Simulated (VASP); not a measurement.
# TaInH4 (Cmmm) in VASP: reference runs

Aim: a first look at TaInH4 with PBE, on the cell as given.

Program: VASP 6.6.1. These are calculated values, not measurements. Logs are shortened: lines on timing, memory, paths and dates and some standing lists are left out, and cuts for length are marked.

### Step 1. The structure

It takes space group Cmmm (No. 65, orthorhombic). Conventional cell: a = 6.547 Å, b = 6.569 Å, c = 3.031 Å, α = 90.00°, β = 90.00°, γ = 90.00°. Around Ta (site symmetry mmm) lie 6 H at 1.94 to 1.95 Å. Around In (site symmetry mmm) lie 6 H at 2.02 to 2.06 Å. Around H (site symmetry 2mm) lie 1 Ta at 1.94 Å and 2 In at 2.02 Å. Around H (site symmetry m2m) lie 2 Ta at 1.95 Å and 1 In at 2.06 Å.

The cell was built by a generator and needn't be a form met in nature.

### Step 2. Single point, PBE

The input, INCAR:

```
SYSTEM = TaInH4
PREC     = Accurate       ! precision mode
ENCUT    = 520            ! plane-wave cutoff, eV
EDIFF    = 1E-7           ! SCF threshold, eV
ISMEAR   = -1             ! smearing method
SIGMA    = 0.05           ! smearing width, eV
LREAL    = .FALSE.        ! projectors in reciprocal space
LASPH    = .TRUE.         ! aspherical terms in the spheres
NELM     = 80             ! most SCF steps
ALGO     = Normal         ! electronic algorithm
ISIF     = 2              ! what is computed and relaxed
LWAVE    = .FALSE.        ! write WAVECAR
LCHARG   = .FALSE.        ! write CHGCAR
GGA      = PE             ! functional
NBANDS   = 23             ! bands
```

The input, KPOINTS:

```
Automatic mesh
0
G
  6 6 9
  0 0 0
```

The input, POSCAR:

```
TaInH4
1.0
    3.2735107400     -3.2847248900      0.0000000000
    3.2735107400      3.2847248900      0.0000000000
    0.0000000000      0.0000000000      3.0305799700
Ta In H
1 1 4
Direct
    0.5000000000      0.5000000000      0.5000000000
    0.0000000000      0.0000000000      0.0000000000
    0.2033679900      0.2033679900      0.5000000000
    0.7966320100      0.7966320100      0.5000000000
    0.6859680000      0.3140320000      0.0000000000
    0.3140320000      0.6859680000      0.0000000000
```

Potentials or basis: VASP PAW PBE potentials, release 64 (Ta_pv, In_d, H).

Command:

```console
> cat potpaw_PBE.64/Ta_pv/POTCAR potpaw_PBE.64/In_d/POTCAR potpaw_PBE.64/H/POTCAR > POTCAR
> mpirun -np 1 vasp_std > vasp.out
```

OUTCAR:

```text
SYSTEM = TaInH4
   PREC = Accurate
   ENCUT = 520
   EDIFF = 1E-7
   ISMEAR = -1
   LREAL = .FALSE.
   LASPH = .TRUE.
   NELM = 80
   ISIF = 2
   GGA = PE

 ion  position               nearest neighbor table
   1  0.500  0.500  0.500-   3 1.94   4 1.94   5 1.95   6 1.95   5 1.95   6 1.95   2 3.61   2 3.61
                             2 3.61   2 3.61   2 3.62   2 3.62   2 3.62   2 3.62
   2  0.000  0.000  0.000-   3 2.02   4 2.02   3 2.02   4 2.02   5 2.06   6 2.06   1 3.61   1 3.61
                             1 3.61   1 3.61   1 3.62   1 3.62   1 3.62   1 3.62
   3  0.203  0.203  0.500-   1 1.94   2 2.02   2 2.02
   4  0.797  0.797  0.500-   1 1.94   2 2.02   2 2.02
   5  0.686  0.314  0.000-   1 1.95   1 1.95   2 2.06
   6  0.314  0.686  0.000-   1 1.95   1 1.95   2 2.06

  LATTYP: Found a base centered orthorhombic cell.
 ALAT       =     6.5470214800
 B/A-ratio  =     1.0034257257
 C/A-ratio  =     0.4628944596

  Lattice vectors:

 A1 = (   3.2735107400,  -3.2847248900,   0.0000000000)
 A2 = (   3.2735107400,   3.2847248900,   0.0000000000)
 A3 = (   0.0000000000,   0.0000000000,   3.0305799700)

Analysis of symmetry for initial positions (statically):
=====================================================================
 Subroutine PRICEL returns:
 Original cell was already a primitive cell.

 Routine SETGRP: Setting up the symmetry group for a
 base centered orthorhombic supercell.

 Subroutine GETGRP returns: Found  8 space group operations
 (whereof  8 operations were pure point group operations)
 out of a pool of  8 trial point group operations.

The static configuration has the point symmetry D_2h.

Analysis of symmetry for dynamics (positions and initial velocities):
=====================================================================
 Subroutine PRICEL returns:
 Original cell was already a primitive cell.

 Routine SETGRP: Setting up the symmetry group for a
 base centered orthorhombic supercell.

 Subroutine GETGRP returns: Found  8 space group operations
 (whereof  8 operations were pure point group operations)
 out of a pool of  8 trial point group operations.

The dynamic configuration has the point symmetry D_2h.

 Subroutine INISYM returns: Found  8 space group operations
 (whereof  8 operations are pure point group operations),
 and found     1 'primitive' translations

----------------------------------------------------------------------------------------

                                     Primitive cell

  volume of cell :      65.1731

  direct lattice vectors                    reciprocal lattice vectors
     3.273510740 -3.284724890  0.000000000     0.152741213 -0.152219750  0.000000000
     3.273510740  3.284724890  0.000000000     0.152741213  0.152219750  0.000000000
     0.000000000  0.000000000  3.030579970     0.000000000  0.000000000  0.329969844

  length of vectors
     4.637379666  4.637379666  3.030579970     0.215640280  0.215640280  0.329969844

  position of ions in fractional coordinates (direct lattice)
     0.500000000  0.500000000  0.500000000
     0.000000000  0.000000000  0.000000000
     0.203367990  0.203367990  0.500000000
     0.796632010  0.796632010  0.500000000
     0.685968000  0.314032000  0.000000000
     0.314032000  0.685968000  0.000000000

  ion indices of the primitive-cell ions
   primitive index   ion index
                 1           1
                 2           2
                 3           3
                 4           4
                 5           5
                 6           6

----------------------------------------------------------------------------------------

 KPOINTS: Automatic mesh

Automatic generation of k-mesh.
 Grid dimensions read from file:
 generate k-points for:    6    6    9

 Generating k-lattice:

  Cartesian coordinates                     Fractional coordinates (reciprocal lattice)
     0.025456869 -0.025369958  0.000000000     0.166666667 -0.000000000  0.000000000
     0.025456869  0.025369958  0.000000000    -0.000000000  0.166666667  0.000000000
     0.000000000  0.000000000  0.036663316     0.000000000  0.000000000  0.111111111

  Length of vectors
     0.035940047  0.035940047  0.036663316

  Shift w.r.t. Gamma in fractional coordinates (k-lattice)
     0.000000000  0.000000000  0.000000000

 Subroutine IBZKPT returns following result:
 ===========================================

 Found     65 irreducible k-points:

 Following reciprocal coordinates:
            Coordinates               Weight
  0.000000  0.000000  0.000000      1.000000
  0.166667  0.000000  0.000000      4.000000
  0.333333  0.000000  0.000000      4.000000
  0.500000  0.000000  0.000000      2.000000
  0.166667  0.166667  0.000000      2.000000
  0.333333  0.166667  0.000000      4.000000
[... 16 lines left out ...]
  0.333333  0.333333  0.111111      4.000000
  0.500000  0.333333  0.111111      8.000000
 [... further k-points ...]
   k-points           NKPTS =     65   k-points in BZ     NKDIM =     65   number of bands    NBANDS=     23
   number of dos      NEDOS =    301   number of ions     NIONS =      6
   total plane-waves  NPLWV =  31104
   dimension x,y,z NGX =    36 NGY =   36 NGZ =   24
   dimension x,y,z NGXF=    72 NGYF=   72 NGZF=   48
   ions per type =               1   1   4
   NGX,Y,Z   is equivalent  to a cutoff of  12.91, 12.91, 13.17 a.u.
   NGXF,Y,Z  is equivalent  to a cutoff of  25.81, 25.81, 26.33 a.u.
 SYSTEM =  TaInH4
   PREC   = accura    normal or accurate (medium, high low for compatibility)
   ISTART =      0    job   : 0-new  1-cont  2-samecut
   ICHARG =      2    charge: 1-file 2-atom 10-const
   ISPIN  =      1    spin polarized calculation?
   LNONCOLLINEAR =      F non collinear calculations
   LSORBIT =      F    spin-orbit coupling
   LASPH  =      T    aspherical Exc in radial PAW
   ENCUT  =  520.0 eV  38.22 Ry    6.18 a.u.   8.62  8.62  5.63*2*pi/ulx,y,z
   NELM   =     80;   NELMIN=  2; NELMDL= -5     # of ELM steps
   EDIFF  = 0.1E-06   stopping-criterion for ELM
   LREAL  =      F    real-space projection
   EDIFFG = 0.1E-05   stopping-criterion for IOM
   NSW    =      0    number of steps for IOM
   IBRION =     -1    ionic relax: 0-MD 1-quasi-New 2-CG
   NFREE  =      0    steps in history (QN), initial steepest desc. (CG)
   ISIF   =      2    stress and relaxation
   ISYM   =      2    0-nonsym 1-usesym 2-fastsym
   POTIM  = 0.5000    time-step for ionic-motion
   TEBEG  =    0.0;   TEEND  =   0.0 temperature during run
   PSTRESS=    0.0 pullay stress
   NELECT =      28.0000    total number of electrons
   NUPDOWN=      -1.0000    fix difference up-down
   EMIN   =  10.00;   EMAX   =-10.00  energy-range for DOS
   EFERMI =   0.00;   METHOD = LEGACY
   ISMEAR =    -1;   SIGMA  =   0.05  broadening in eV -4-tet -1-fermi 0-gaus
   EFERMI_NEDOS =   21; number of points for ismear=-14 and -15
   IALGO  =     38    algorithm
   IMIX   =      4    mixing-type and parameters
     AMIX     =   0.40;   BMIX     =  1.00
     AMIX_MAG =   1.60;   BMIX_MAG =  1.00
  volume/ion in A,a.u.               =      10.86        73.30
  Fermi-wavevector in a.u.,A,eV,Ry     =   1.235297  2.334373 20.761923  1.525958
  Thomas-Fermi vector in A             =   2.369952
   LORBIT       =      0    0 simple, 1 ext, 2 COOP (PROOUT), +10 PAW based schemes
   GGA     = PE    functional components
   LHFCALC =     F    Hartree Fock is set to
   AEXX    =    0.0000 exact exchange contribution
   IVDW    =     0    specifies the selected vdW correction
   LEPSILON=     F    determine dielectric tensor
   LRPA    =     F    only Hartree local field effects (RPA)
 non-spin polarized calculation
  energy-cutoff  :      520.00
  volume of cell :       65.17
 maximum number of plane-waves:      1771
 NGX is ok and might be reduce to    36
   NGX = 17   NGY = 17   NGZ = 11

 number of electron      27.9999994 magnetization

 Free energy of the ion-electron system (eV)
  ---------------------------------------------------
  ext. energy  EPLUGINS =         0.00000000
  ---------------------------------------------------
  free energy    TOTEN  =       -24.86640389 eV

  energy without entropy =      -24.84086833  energy(sigma->0) =      -24.85363611

 E-fermi :   4.9037     XC(G=0): -10.2522

 val. band max:        4.8779754973   @ k =   0.0000   0.0000   0.4444
 cond. band min:       4.9152742671   @ k =   0.3333   0.3333   0.2222
 fundamental gap:      0.0372987698
 Fermi energy:         4.9036509950

 k-point     1 :       0.0000    0.0000    0.0000
  band No.  band energies     occupation
      1     -30.1035      2.00000
      2     -30.0801      2.00000
      3     -29.6690      2.00000
      4     -10.7292      2.00000
      5     -10.2320      2.00000
      6     -10.1451      2.00000
[... 15 lines left out ...]
     22      12.3627      0.00000
     23      14.5456      0.00000

 k-point     2 :       0.1667    0.0000    0.0000
  band No.  band energies     occupation
      1     -30.1039      2.00000
      2     -30.0805      2.00000
      3     -29.6689      2.00000
      4     -10.7280      2.00000
      5     -10.2321      2.00000
      6     -10.1412      2.00000
[... 15 lines left out ...]
     22      12.6674      0.00000
     23      14.2216      0.00000

 k-point     3 :       0.3333    0.0000    0.0000
  band No.  band energies     occupation
      1     -30.1048      2.00000
      2     -30.0812      2.00000
      3     -29.6689      2.00000
      4     -10.7256      2.00000
      5     -10.2322      2.00000
      6     -10.1332      2.00000
[... 15 lines left out ...]
     22      13.4307      0.00000
     23      13.7101      0.00000
[... 495 lines left out ...]
 k-point    23 :       0.3333    0.3333    0.1111
  band No.  band energies     occupation
      1     -30.1004      2.00000
      2     -30.0743      2.00000
      3     -29.7292      2.00000
      4     -10.6426      2.00000
      5     -10.2393      2.00000
      6     -10.1676      2.00000
[... 15 lines left out ...]
     22      12.1344      0.00000
     23      14.3085      0.00000

 k-point    24 :       0.5000    0.3333    0.1111
  band No.  band energies     occupation
      1     -30.1007      2.00000
      2     -30.0747      2.00000
      3     -29.7292      2.00000
      4     -10.6432      2.00000
      5     -10.2440      2.00000
      6     -10.1671      2.00000
[... 15 lines left out ...]
     22      13.4821      0.00000
     23      14.0547      0.00000

 [... further k-points ...]

------------------------ aborting loop because EDIFF is reached ----------------------------------------

  FORCE on cell =-STRESS in cart. coord.  units (eV):
  Direction    XX          YY          ZZ          XY          YZ          ZX
  --------------------------------------------------------------------------------------
  -------------------------------------------------------------------------------------
  Total       -1.6902317      1.1771884      2.7188201      0.0000000      0.0000000      0.0000000
  in kB      -41.5516546     28.9393021     66.8378598      0.0000000      0.0000000      0.0000000
  external PRESSURE =      18.0751691 kB  Pullay stress =       0.0000000 kB

 VOLUME and BASIS-vectors are now :
 -----------------------------------------------------------------------------
  energy-cutoff  :      520.00
  volume of cell :       65.17
      direct lattice vectors                 reciprocal lattice vectors
     3.273510740 -3.284724890  0.000000000     0.152741213 -0.152219750  0.000000000
     3.273510740  3.284724890  0.000000000     0.152741213  0.152219750  0.000000000
     0.000000000  0.000000000  3.030579970     0.000000000  0.000000000  0.329969844

 POSITION                                       TOTAL-FORCE (eV/Angst)
 -----------------------------------------------------------------------------------
      3.27351      0.00000      1.51529         0.000000      0.000000      0.000000
      0.00000      0.00000      0.00000         0.000000     -0.000000      0.000000
      1.33145      0.00000      1.51529         0.660600      0.000000     -0.000000
      5.21557      0.00000      1.51529        -0.660600      0.000000      0.000000
      3.27351     -1.22171      0.00000         0.000000      0.256022     -0.000000
      3.27351      1.22171      0.00000         0.000000     -0.256022      0.000000
 -----------------------------------------------------------------------------------
    total drift:                                0.000000      0.000000      0.000000

  FREE ENERGIE OF THE ION-ELECTRON SYSTEM (eV)
  ---------------------------------------------------
  free  energy   TOTEN  =       -24.8664038880 eV

  energy  without entropy=      -24.8408683313  energy(sigma->0) =      -24.85363611
```

Wall time 40 s (1 thread of Intel Xeon 6975P-C (Granite Rapids), shared host); peak memory 0.24 GiB.

Results:

```
Free energy            : -24.8664 eV
Pressure               : 1.8 GPa
Largest force          : 0.661 eV/Å
Band gap on the k mesh : none (metal or under the smearing width)
```

Forces in eV/Å, atoms in the order of the input:
```
Ta   0.000  0.000  0.000
In   0.000  0.000  0.000
H    0.661  0.000  0.000
H   -0.661  0.000  0.000
H    0.000  0.256  0.000
H    0.000 -0.256  0.000
```

Stress tensor (GPa, compression positive):
```
-4.16  0.00  0.00
 0.00  2.89  0.00
 0.00  0.00  6.68
```

Levels at points of the mesh, in eV from the Fermi level:
| k point | band 11 | band 12 | band 13 | band 14 | band 15 | band 16 | band 17 | band 18 |
| --- | --- | --- | --- | --- | --- | --- | --- | --- |
| (0.00, 0.00, 0.00) | -5.31 | -4.74 | -1.77 | -1.41 | 0.34 | 1.91 | 2.43 | 4.04 |
| (0.50, 0.00, 0.00) | -6.27 | -2.93 | -2.16 | 0.01 | 1.77 | 1.80 | 2.33 | 3.53 |
| (0.50, 0.50, 0.00) | -6.30 | -5.90 | -1.56 | 0.64 | 0.68 | 1.79 | 2.30 | 4.06 |

Spin-orbit coupling is left out, which matters for the levels of Ta.
